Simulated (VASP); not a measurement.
```
CsI
1.0
    4.57284     0.00000     0.00000
    0.00000     4.57284     0.00000
    0.00000     0.00000     4.57284
Cs I
1 1
Cartesian
  0.00000   0.00000   0.00000
  2.28642   2.28642   2.28642
```

Method: PBE GGA, VASP's PBE PAW potentials (set 64) (plane waves; VASP). Settings: 420 eV cut-off, 10×10×10 Γ-centred mesh, Gaussian smearing of 0.050 eV, potentials Cs_sv I.

Energy and stress use the plane-wave basis of the starting cell.

**Question.** The ions, cell shape and volume are relaxed. Which structure does the run end with?

**Answer.** 
```
CsI
1.0
    4.66938     0.00000     0.00000
    0.00000     4.66938     0.00000
    0.00000     0.00000     4.66938
Cs I
1 1
Direct
  0.00000   0.00000   0.00000
  0.50000   0.50000   0.50000
```
Space group Pm-3m (221), at a tolerance of 0.03 Å.

**Question.** How do energy and volume change from the first to the last step?

**Answer.** The energy (σ→0) changes by -6.6 meV/atom and the volume by +6.5 %, in 4 ionic steps.

```json
[
 {"step": "1", "E(σ→0) (eV)": "-5.4291", "max force (eV/Å)": "0.000", "pressure (GPa)": "0.73", "volume (Å³)": "95.62"},
 {"step": "2", "E(σ→0) (eV)": "-5.4391", "max force (eV/Å)": "0.000", "pressure (GPa)": "0.34", "volume (Å³)": "98.67"},
 {"step": "3", "E(σ→0) (eV)": "-5.4423", "max force (eV/Å)": "0.000", "pressure (GPa)": "-0.04", "volume (Å³)": "102.19"},
 {"step": "4", "E(σ→0) (eV)": "-5.4423", "max force (eV/Å)": "0.000", "pressure (GPa)": "0.00", "volume (Å³)": "101.81"}
]
```

The structure comes from a computed database's CsI entry; how it stands against other phases isn't given here. This run relaxes it. Symmetry was kept, so distortions that lower it aren't found. The run is one of a series of settings (EDIFF = 1E-09, EDIFFG = -0.005, ENCUT = 420, IBRION = 2, ISIF = 3, NSW = 50, KPOINTS 10×10×10 Γ-centred mesh against the base run), some of them coarse on purpose.
